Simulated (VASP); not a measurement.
Level of theory: r2SCAN meta-GGA, VASP's PBE PAW potentials (set 64) (plane waves; VASP).

VASP ran on this input.

### POSCAR
```
PtS2
1
    1.7730151855    -3.0709524546     0.0000000000
    1.7730151855     3.0709524546     0.0000000000
    0.0000000000     0.0000000000     5.6037654660
Pt S
1 2
Direct
  0.0000000000   0.0000000000   0.0000000000
  0.3333330000   0.6666670000   0.2202038716
  0.6666670000   0.3333330000   0.7797961284
```

File KPOINTS:
```
Automatic mesh
0
gamma
  7 7 4
```

INCAR:
```
# general
SYSTEM  = PtS2
PREC    = Accurate
ENCUT   = 530
LREAL   = F
LASPH   = T

# electronic loop
EDIFF   = 1E-7
NELM    = 100
ALGO    = Normal
LMAXMIX = 6
LMIXTAU = T

# smearing
ISMEAR  = 0
SIGMA   = 0.05

# functional
METAGGA = R2SCAN

# ions
IBRION  = 6
NSW     = 1
ISIF    = 3
POTIM   = 0.015
NFREE   = 2

# output
LWAVE   = F
LCHARG  = F
```

POTCAR, in this order: Pt S (PBE.64 set). Program: vasp_std.

What VASP printed:

### OSZICAR
```
       N       E                     dE             d eps       ncg     rms          rms(c)
DAV:   1     0.659478089302E+02    0.65948E+02   -0.10838E+04   848   0.134E+03
DAV:   2    -0.701532724213E+02   -0.13610E+03   -0.13320E+03  1064   0.258E+02
DAV:   3    -0.758674805054E+02   -0.57142E+01   -0.56925E+01  1071   0.573E+01
DAV:   4    -0.759347710371E+02   -0.67291E-01   -0.67273E-01  1071   0.672E+00
DAV:   5    -0.759362097752E+02   -0.14387E-02   -0.14387E-02  1120   0.937E-01    0.186E+01
DAV:   6    -0.704806229371E+02    0.54556E+01   -0.10961E+01   903   0.351E+01    0.134E+01
DAV:   7    -0.687614507988E+02    0.17192E+01   -0.15802E+00   889   0.149E+01    0.671E+00
DAV:   8    -0.688406901944E+02   -0.79239E-01   -0.29017E-01   973   0.445E+00    0.148E+00
DAV:   9    -0.688415628741E+02   -0.87268E-03   -0.66068E-02   861   0.328E+00    0.340E-01
DAV:  10    -0.688725753337E+02   -0.31012E-01   -0.29682E-02   896   0.163E+00    0.262E-01
DAV:  11    -0.688591811231E+02    0.13394E-01   -0.10078E-02   875   0.120E+00    0.260E-01
DAV:  12    -0.688730730501E+02   -0.13892E-01   -0.55566E-03   861   0.867E-01    0.621E-02
DAV:  13    -0.688734020603E+02   -0.32901E-03   -0.54875E-04  1092   0.289E-01    0.346E-02
DAV:  14    -0.688731731125E+02    0.22895E-03   -0.24243E-04   917   0.197E-01    0.290E-02
DAV:  15    -0.688734895880E+02   -0.31648E-03   -0.17673E-04   896   0.151E-01    0.529E-03
DAV:  16    -0.688734882178E+02    0.13703E-05   -0.82244E-06  1148   0.332E-02    0.466E-03
DAV:  17    -0.688734881447E+02    0.73095E-07   -0.11854E-07   820   0.332E-03
   1 F= -.68873488E+02 E0= -.68873488E+02  d E =-.103593E-16
 Found     4 degrees of freedom:
 Adding 6 more for cell shape distortion
```

**OUTCAR**
```
------------------------ aborting loop because EDIFF is reached ----------------------------------------
  FORCE on cell =-STRESS in cart. coord.  units (eV):
  Direction    XX          YY          ZZ          XY          YZ          ZX
  --------------------------------------------------------------------------------------
  Total        0.0402224      0.0402224      0.0043830      0.0000000      0.0000000     -0.0000000
  in kB        1.0560475      1.0560476      0.1150764      0.0000000      0.0000000     -0.0000000
  external PRESSURE =       0.7423905 kB  Pullay stress =       0.0000000 kB
  volume of cell :       61.02
      direct lattice vectors                 reciprocal lattice vectors
     1.773015186 -3.070952455  0.000000000     0.282005481 -0.162815937  0.000000000
     1.773015186  3.070952455  0.000000000     0.282005481  0.162815937  0.000000000
     0.000000000  0.000000000  5.603765466     0.000000000  0.000000000  0.178451437
 POSITION                                       TOTAL-FORCE (eV/Angst)
 -----------------------------------------------------------------------------------
      0.00000      0.00000      0.00000        -0.000000     -0.000000      0.000000
      1.77302      1.02365      1.23397         0.000000     -0.000000     -0.000268
      1.77302     -1.02365      4.36979         0.000000      0.000000      0.000268
 -----------------------------------------------------------------------------------
    total drift:                               -0.000000     -0.000000      0.000000
  FREE ENERGIE OF THE ION-ELECTRON SYSTEM (eV)
  ---------------------------------------------------
  free  energy   TOTEN  =       -68.8734881447 eV

  energy  without entropy=      -68.8734881447  energy(sigma->0) =      -68.87348814
```
(Selected blocks of OUTCAR.)

File stdout:
```
...
DAV:   2    -0.701532724213E+02   -0.13610E+03   -0.13320E+03  1064   0.258E+02
DAV:   3    -0.758674805054E+02   -0.57142E+01   -0.56925E+01  1071   0.573E+01
DAV:   4    -0.759347710371E+02   -0.67291E-01   -0.67273E-01  1071   0.672E+00
DAV:   5    -0.759362097752E+02   -0.14387E-02   -0.14387E-02  1120   0.937E-01    0.186E+01
DAV:   6    -0.704806229371E+02    0.54556E+01   -0.10961E+01   903   0.351E+01    0.134E+01
DAV:   7    -0.687614507988E+02    0.17192E+01   -0.15802E+00   889   0.149E+01    0.671E+00
DAV:   8    -0.688406901944E+02   -0.79239E-01   -0.29017E-01   973   0.445E+00    0.148E+00
DAV:   9    -0.688415628741E+02   -0.87268E-03   -0.66068E-02   861   0.328E+00    0.340E-01
DAV:  10    -0.688725753337E+02   -0.31012E-01   -0.29682E-02   896   0.163E+00    0.262E-01
DAV:  11    -0.688591811231E+02    0.13394E-01   -0.10078E-02   875   0.120E+00    0.260E-01
DAV:  12    -0.688730730501E+02   -0.13892E-01   -0.55566E-03   861   0.867E-01    0.621E-02
DAV:  13    -0.688734020603E+02   -0.32901E-03   -0.54875E-04  1092   0.289E-01    0.346E-02
DAV:  14    -0.688731731125E+02    0.22895E-03   -0.24243E-04   917   0.197E-01    0.290E-02
DAV:  15    -0.688734895880E+02   -0.31648E-03   -0.17673E-04   896   0.151E-01    0.529E-03
DAV:  16    -0.688734882178E+02    0.13703E-05   -0.82244E-06  1148   0.332E-02    0.466E-03
DAV:  17    -0.688734881447E+02    0.73095E-07   -0.11854E-07   820   0.332E-03
   1 F= -.68873488E+02 E0= -.68873488E+02  d E =-.103593E-16
 Found     4 degrees of freedom:
 Adding 6 more for cell shape distortion
 Finite differences POTIM= 0.01500 DOF=  10

 -----------------------------------------------------------------------------
|                                                                             |
|     EEEEEEE  RRRRRR   RRRRRR   OOOOOOO  RRRRRR      ###     ###     ###     |
|     E        R     R  R     R  O     O  R     R     ###     ###     ###     |
|     E        R     R  R     R  O     O  R     R     ###     ###     ###     |
|     EEEEE    RRRRRR   RRRRRR   O     O  RRRRRR       #       #       #      |
|     E        R   R    R   R    O     O  R   R                               |
|     E        R    R   R    R   O     O  R    R      ###     ###     ###     |
|     EEEEEEE  R     R  R     R  OOOOOOO  R     R     ###     ###     ###     |
|                                                                             |
|     RE_READ_KPOINTS: the new IBZ does not contain all k-points of the       |
|     original IBZ.                                                           |
|                                                                             |
|     ... try setting KBLOWUP=.FALSE.                                         |
|     ... as a last resort: switch off symmetry                               |
|                                                                             |
|       ---->  I REFUSE TO CONTINUE WITH THIS SICK JOB ... BYE!!! <----       |
|                                                                             |
 -----------------------------------------------------------------------------
```

VASP stops with an error: RE_READ_KPOINTS: the new IBZ does not contain all k-points of the original IBZ. ... try setting KBLOWUP=.FALSE. ... as a last resort: switch off symmetry ----> I REFUSE TO CONTINUE WITH THIS SICK JOB ... BYE!!! <----

The compound is PtS2 in the 1T layered structure. It was relaxed first, which changed the volume by +12 %.
